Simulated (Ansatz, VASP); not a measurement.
# TiTe2 in two plane-wave programs, part 2 of 2

Aim: how closely do two programs agree when they are given the same cell, functional and k mesh? The cell is taken from a series of VASP runs on this material, whose earlier steps may have relaxed, scaled or displaced it; both programs get it as it stands.

VASP 6.6.1 and Ansatz 0.2.0.

So far: The starting structure; VASP: zone-centre phonons, r2SCAN.

## Step 3: Ansatz: zone-centre phonons, r2SCAN

Level of this step: Ansatz beside VASP: Kohn-Sham DFT, plane waves, r2SCAN (Ansatz).

Ansatz runs on its default PAW (the set named soft_2) files.

The same cell, functional, mesh and smearing now go to Ansatz, which takes its cutoff from its data sets.

input.yaml reads:

```yaml
crystal:
  lattice:
    - [3.8118123807, 0.0, 0.0]
    - [-1.9059061904, 3.3011263562, 0.0]
    - [0.0, 0.0, 6.8200808779]
  atoms:
    - { symbol: Ti, position: [0.0, 0.0, 0.0] }
    - { symbol: Te, position: [0.6666666667, 0.3333333333, 0.2482701245] }
    - { symbol: Te, position: [0.3333333333, 0.6666666667, 0.7517298755] }
hamiltonian:
  xc: r2scan
  pseudopotentials: { kind: paw }
kpoints:
  mp_grid: { grid: [12, 12, 6] }
scf:
  occupations: { method: methfessel_paxton, width: 0.2 }
phonons:
  method: dfpt
  qpoints: [[0, 0, 0]]
```

Launch:

```console
ansatz run input.yaml --threads 4 --pin off --max-ram 9216MiB --backend cpu --events-out ev --progress --plain --runs-dir out
```

Numbers of over 12 decimals in the logs are rounded to 6 here.

Output:

```text
Engine: ansatz 0.2.0, aarch64-unknown-linux-gnu
Pseudopotentials: kind: paw
Pseudopotential: Ti, paw, valence charge 12, recommended cutoff 500 eV (meta_gga), Ti.paw.azcp
Pseudopotential: Te, paw, valence charge 16, recommended cutoff 500 eV (meta_gga), Te.paw.azcp
Functional definition: r2SCAN
  parameter k0 = 0.174
  parameter k1 = 0.065
  parameter a1 = 4.9479
  exchange = r2scan_x(k0 = k0, k1 = k1, a1 = a1)
  correlation = r2scan_c
Crystal: 3 atoms, lattice volume = 85.819 Å³
Basis set: ecut = 500 eV, 2131 PW (Γ), exchange–correlation on 150×150×250 points (125 copies of the dense FFT grid, shifted against one another)
Bands: 27, of which v1, the nominal top of the filled ones, is band 22 counted from 1 (21 counted from 0)
Symmetry: 12 space group operations
k-points: 242 of 864 (irreducible under 2 space group operations, time reversal used)
Non-local potential: Ti, projectors of the file, l = 0: 3, l = 1: 2, l = 2: 3, l = 3: 1
Non-local potential: Te, projectors of the file, l = 0: 2, l = 1: 2, l = 2: 2, l = 3: 2
PAW form: soft (Blöchl's): semilocal exchange-correlation on the pseudo side does not see the compensation charge
PAW frozen core: Ti, regenerated for the run's functional (the file was generated under x = pbe(κ = 0.804, μ = 0.219515), c = pbe(β = 0.066725))
PAW frozen core: Te, regenerated for the run's functional (the file was generated under x = pbe(κ = 0.804, μ = 0.219515), c = pbe(β = 0.066725))
PAW one-centre angular grid: Ti, 590 points (default); XC on 160 Gauss nodes
PAW one-centre angular grid: Te, 590 points (default); XC on 160 Gauss nodes
Initial density: superposition of atomic densities (neutral atoms: chi_scale 0, normalization atom), corrected by the library's trained network
Initial wavefunctions: pseudopotential atomic-orbital guess
Functional: x = r2scan, c = r2scan; τ floored in thin density (d = 2e-4 eV/Å³)
SCF iter   1: F=—  HF=-16496.557148 eV  |F-HF|=—  |Δ(HF+E_count)|=         —  Δρ=2.21e-2  dr2=9.02e-1  dr2_τ=2.61e-2  ethr=1.77e-3  ⟨swp⟩=5.3  Hψ=27825  notcnv=0
preconditioner: auto → LDOS  [metal: Δε(μ)=0.020 eV  Ē_g=6.789 eV  σ=0.200 eV  W_gap=0.09  n_scr=22 (ndim 8)  ℏωp=16.0 eV  f_vac=0.032  D(μ)=0.87/eV (n_scr^D=2)  β→1.0]
SCF iter   2: F=—  HF=-16496.816653 eV  |F-HF|=—  |Δ(HF+E_count)|=   2.60e-1  S|Δr|=    0.00e0  Δρ=4.32e-2  dr2=3.65e0  dr2_τ=1.18e-1  ethr=1.77e-3  ⟨swp⟩=3.0  Hψ=12938  notcnv=0  defer=10  recentre
SCF iter   3: F=—  HF=-16496.518519 eV  |F-HF|=—  |Δ(HF+E_count)|=   2.98e-1  S|Δr|=    0.00e0  Δρ=6.11e-3  dr2=7.09e-2  dr2_τ=5.46e-4  ethr=1.77e-3  ⟨swp⟩=2.9  Hψ=9494  notcnv=0  defer=10
SCF iter   4: F=—  HF=-16496.513550 eV  |F-HF|=—  |Δ(HF+E_count)|=   4.97e-3  S|Δr|=    0.00e0  Δρ=1.05e-3  dr2=2.30e-3  dr2_τ=4.80e-5  ethr=1.61e-4  ⟨swp⟩=1.1  Hψ=7748  notcnv=0  defer=8
SCF iter   5: F=—  HF=-16496.513428 eV  |F-HF|=—  |Δ(HF+E_count)|=   1.22e-4  S|Δr|=    0.00e0  Δρ=1.00e-3  dr2=1.86e-3  dr2_τ=3.13e-5  ethr=5.24e-6  ⟨swp⟩=2.9  Hψ=11697  notcnv=0  defer=8
SCF iter   6: F=—  HF=-16496.513256 eV  |F-HF|=—  |Δ(HF+E_count)|=   1.72e-4  S|Δr|=    0.00e0  Δρ=6.32e-5  dr2=2.22e-6  dr2_τ=1.99e-7  ethr=4.22e-6  ⟨swp⟩=1.2  Hψ=6575  notcnv=0  defer=8
SCF iter   7: F=—  HF=-16496.513258 eV  |F-HF|=—  |Δ(HF+E_count)|=   2.10e-6  S|Δr|=    0.00e0  Δρ=1.58e-5  dr2=1.24e-7  dr2_τ=1.31e-8  ethr=5.05e-9  ⟨swp⟩=3.8  Hψ=15000  notcnv=0  defer=8
SCF iter   8: F=—  HF=-16496.513258 eV  |F-HF|=—  |Δ(HF+E_count)|=   1.33e-7  S|Δr|=    0.00e0  Δρ=6.84e-6  dr2=8.22e-8  dr2_τ=1.43e-9  ethr=2.83e-10  ⟨swp⟩=2.0  Hψ=11626  notcnv=0  defer=8
SCF iter   9: F=—  HF=-16496.513258 eV  |F-HF|=—  |Δ(HF+E_count)|=   1.21e-9  S|Δr|=    0.00e0  Δρ=7.63e-7  dr2=2.48e-10  dr2_τ=5.90e-11  ethr=1.87e-10  ⟨swp⟩=1.2  Hψ=6582  notcnv=0  defer=8
SCF iter  10: F=—  HF=-16496.513258 eV  |F-HF|=—  |Δ(HF+E_count)|=  6.58e-10  S|Δr|=    0.00e0  Δρ=3.52e-7  dr2=2.48e-10  dr2_τ=2.85e-12  ethr=1.00e-12  ⟨swp⟩=2.1  Hψ=9848  notcnv=0  defer=8
SCF iter  11: F=—  HF=-16496.513258 eV  |F-HF|=—  |Δ(HF+E_count)|=  3.64e-12  S|Δr|=    0.00e0  Δρ=1.14e-7  dr2=2.32e-11  dr2_τ=9.28e-14  ethr=1.00e-12  ⟨swp⟩=1.0  Hψ=6526  notcnv=0  defer=8
SCF iter  12: F=-16496.513258 eV  HF=-16496.513258 eV  |F-HF|=7.28e-12  |Δ(HF+E_count)|=  7.28e-12  S|Δr|=    0.00e0  Δρ=1.91e-8  dr2=6.53e-13  dr2_τ=4.46e-15  ethr=1.00e-12  ⟨swp⟩=6.7  Hψ=28179  notcnv=0
SCF 1 converged in 12 iterations: F = -16496.513258 eV  dr2 = 6.53e-13
  greatest PAW one-centre occupation: 1.000 electrons in one spin orbital (limit 2), on the Ti atom at site 0 (counted from 0), in its partial waves of l = 1
DFPT response loops at Γ: preconditioner auto → Kerker (q_TF=auto, 2.441 Å⁻¹) (partly filled bands, converged f_vac=0.034); β = 1.00, the filter's whole step (`scf.mixing.beta` (0.50) is not read by the response loops under this deck's `scf.mixing.preconditioner`; to damp them name `kerker` or `kerker_dos`, under which they read `scf.mixing.beta`, and type it under 1.00, their step now; both keys bind the ground state too); Broyden in place of MSR1
SCF converged after 12 iterations
Stability not checked: this state was not tested for a lower state beside it, because cold or Methfessel-Paxton smearing, or corrected tetrahedra, fill the levels in a way that the test cannot read (fill_not_monotonic; see scf.lower_state_search)
Free energy (F): -16496.513258 eV
Harris-Foulkes:  -16496.513258 eV  (|F-HF|=7.28e-12)
Internal energy: -16496.513741 eV  (E = F + TS)
E sigma→0 (E₀):  -16496.513379 eV
Entropy (-TS):   0.000483 eV (0.161 meV/atom)
Fermi energy:    9.248094 eV
--- Per-component energies (eV) ---
  E_band       = -749.287552
  E_kinetic    = 632.032991
  E_local      = -3794.891705  (includes V_loc(G=0)·N_el)
  E_nonlocal   = -613.011439
  E_hartree    = 2161.693403
  E_xc         = -323.634452
  E_vxc        = -356.243801  (∫ρ·V_xc dr)
  E_paw        = -10429.749882  (= ΣΔE_a)
  E_vpaw       = -963.165069  (= ΣTr[D̂ρ^β])
  E_aug_tail   = 0.000013  (compensation charges beyond the density's cutoff)
  E_vtau       = 22.604627  (kinetic-family band-sum trace: ∫τ·v_τ [+ j·A + Jᵃ·Aᵃ] dr)
  E_ewald      = -4129.268924
  E_core_change = 0.316254  (= ΣΔE_core)
  E_smearing   = 0.000483  (= −TS)
  E_closure    = 0.000000  (closes the sum)
  Σ components = -16496.513258   (vs F -16496.513258, Δ=0.00e0)
--- Band table (eV; the first three rows and the last of 242) ---
  k-point 0: bands = [... 18 lower, 7.2704, 9.2216, 9.5867, 9.5867, 9.7114, 10.0911, 10.0911, 12.3964, ... 1 higher]
  k-point 1: bands = [... 18 lower, 7.2791, 8.5356, 9.5854, 9.5854, 10.0132, 10.0475, 10.0475, 12.4574, ... 1 higher]
  k-point 2: bands = [... 18 lower, 7.2969, 7.4722, 9.5833, 9.5833, 9.9639, 9.9639, 10.2027, 12.5772, ... 1 higher]
  k-point 241: bands = [... 18 lower, 6.3002, 6.6179, 7.1486, 7.3487, 10.0690, 10.2102, 10.5420, 11.4571, ... 1 higher]
--- Phonons (Γ-DFPT): 4 representative perturbations + reference, on 242 of 864 k-points (Σ response iterations 38) ---
  k mesh reduced under 2 symmetry operations, with k and −k counted as one. Each operation leaves every solved perturbation unchanged. A smaller set is not considered because the functional reads the kinetic-energy density
  ASR residual: 1.467e-3 → 0.000e0 eV/Å²; symmetrization residual: 4.043e-5 eV/Å²
  ASR residual per site (eV/Å²): 1.47e-3 1.28e-5 1.28e-5
  Γ frequencies (cm⁻¹): 0.00 0.00 0.00 100.22 100.22 141.20 155.93 155.93 260.03
  non-analytic LO–TO correction: not included (Born effective charges unavailable; polar crystals: no LO–TO splitting at Γ)
--- Phonons (arbitrary-q DFPT): 1 explicit q-point ---
  q = [0, 0, 0] (of the zone-centre solve; hermiticity 8.07e-6, symmetrization 2.26e-6): -0.00 0.00 0.00 100.22 100.22 141.20 155.93 155.93 260.03
  sum rule: each row above includes the acoustic sum rule's correction from the zone centre's row sums; it moved no ω² by more than (2.89 cm⁻¹)²
```

Run time: 7.7 min. Hardware: 4 threads of Arm Neoverse V1, shared host; peak memory 3.4 GiB.

## Step 4: Side by side

Known differences besides the potentials themselves: VASP keeps PBE cores, Ansatz makes them for the functional; the data sets hold 44 valence electrons in Ansatz (default PAW (the set named soft_2) files) and 24 in VASP; the cutoff is 500 eV in Ansatz and 400 eV in VASP; VASP uses finite displacements, Ansatz perturbation theory. Total energies have different zeros and are not compared.

The two programs side by side:

```csv
quantity,Ansatz,VASP,difference
optical mode 1 to 2 (cm⁻¹),100.2,100.4,-0.23 %
optical mode 3 (cm⁻¹),141.2,141.5,-0.20 %
optical mode 4 to 5 (cm⁻¹),155.9,160.0,-2.54 %
optical mode 6 (cm⁻¹),260.0,264.4,-1.67 %
```

Modes are paired by rising frequency and degeneracy, not by their patterns, so a pair may still set unlike modes beside each other.

## Step 5: Outcome

```yaml
r_m_s_difference_of_the_optical_zone_centre_modes_each_program_s_sorted_by_frequency_zone_centre_phonons_r2scan: 3.0 cm⁻¹
difference_in_optical_mode_4_to_5_zone_centre_phonons_r2scan: -2.5 %
```

The r.m.s. difference of the optical zone-centre modes, each program's sorted by frequency is 3.0 cm⁻¹ (zone-centre phonons, r2SCAN). Among the rows given in per cent, the largest difference of the zone-centre phonons, r2SCAN pair is in optical mode 4 to 5, -2.5 %. Such differences can come from data sets, numerical settings and the points named under the comparisons, not from the functional's error against experiment.

[Lines on the potential files, build, host, timing and source positions are cut from VASP's logs without a mark.]

[Logs are printed without paths, hosts, clocks, repeated set-up lines and the standing remarks that a program may print on its own settings, such as how far it seeks lower states.]

[Hosts, paths, dates, database ids (printed as entryN), source tags and the programs' standing remarks are cut or masked in the printed files.]
